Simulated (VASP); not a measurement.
The input files of a VASP run:

### INCAR
```
ENCUT=520
PREC=Accurate
LWAVE=.FALSE.
LASPH=.TRUE.   # aspherical one-centre terms
MAGMOM=0.7 -0.7
NELM=100   # most electronic steps
LORBIT=10
SIGMA=0.1   # width (eV)
LREAL=.FALSE.   # projection in real space or not
LCHARG=.FALSE.
GGA=91   # PW91
SYSTEM=Cr
ISPIN=2   # spin-polarised
ISIF=2
ISMEAR=1   # Methfessel-Paxton
EDIFF=1E-7
ALGO=Normal   # blocked Davidson
LMAXMIX=4
```

**KPOINTS**
```
Automatic mesh
0
G
  13 13 13
0 0 0
```

File POSCAR:
```
Cr
1
    2.7956555750     0.0000000000     0.0000000000
    0.0000000000     2.7956555750     0.0000000000
    0.0000000000     0.0000000000     2.7956555750
Cr
2
Direct
  0.0000000000   0.0000000000   0.0000000000
  0.5000000000   0.5000000000   0.5000000000
```

POTCAR, in this order: Cr_pv (PBE.64 set). Program: vasp_std.

Task: Write an equivalent input for Quantum ESPRESSO's pw.x.

Result: One equivalent input (not run):
```
&CONTROL
  calculation = 'scf'
  pseudo_dir = './pseudo'
  outdir = './out'
  tprnfor = .true.
  tstress = .true.
/
&SYSTEM
  ibrav = 0
  nat = 2
  ntyp = 2
  ecutwfc = 94
  occupations = 'smearing'
  smearing = 'methfessel-paxton'
  degauss = 0.00735
  input_dft = 'pw91'
  nspin = 2
  starting_magnetization(1) = 0.07
  starting_magnetization(2) = -0.07
/
&ELECTRONS
  conv_thr = 7.3e-09
  electron_maxstep = 100
/
ATOMIC_SPECIES
  Cr1 51.996 Cr.upf
  Cr2 51.996 Cr.upf
CELL_PARAMETERS angstrom
     2.7956556    0.0000000    0.0000000
     0.0000000    2.7956556    0.0000000
     0.0000000    0.0000000    2.7956556
ATOMIC_POSITIONS crystal
  Cr1  0.0000000  0.0000000  0.0000000
  Cr2  0.5000000  0.5000000  0.5000000
K_POINTS automatic
  13 13 13 0 0 0
```
What does not carry over: the potentials are each code's own (VASP's PAW set, PseudoDojo norm-conserving files in pw.x), so ENCUT and ecutwfc are chosen apart and not converted; conv_thr bounds pw.x's estimated SCF error, while EDIFF bounds the energy change between steps; starting_magnetization is a fraction of the valence charge and MAGMOM a moment in μB, so they match only roughly.

The compound is Cr in the bcc, AFM order structure. This cell is one point of a volume scan, at 0.94 of the reference volume.
